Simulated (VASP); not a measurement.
Given:

```
BO4P
1.0
   -2.13000     2.13000     3.26259
    2.13000    -2.13000     3.26259
    2.13000     2.13000    -3.26259
B P O
1 1 4
Direct
  0.25000   0.75000   0.50000
  0.00000   0.00000   0.00000
  0.26534   0.38482   0.39680
  0.61518   0.01198   0.88052
  0.98802   0.86854   0.60320
  0.13146   0.73466   0.11948
```

Method: PBEsol GGA, VASP's PBE PAW potentials (set 64) (plane waves; VASP). Run with 400 eV cut-off, 6×6×6 Γ-centred mesh, Gaussian smearing of 0.010 eV, potentials B P O.

At this cut-off the stress carries a Pulay error, which pulls relaxed volumes low.

Task: Estimate the energy per atom (σ→0), pressure, largest force, band gap (on the k-mesh) with the smallest direct gap where there is one.

Result: 
```yaml
band gap (on the k-mesh): 7.99 eV
smallest direct gap (on the k-mesh): 8.21 eV
energy per atom (σ→0): -7.948 eV/atom
pressure: 12.01 GPa
largest_force: 0.02832 Ha/bohr
```

The structure comes from a computed database's BPO4 entry (I-4); how it stands against other phases isn't given here. The cell was not relaxed at this level.
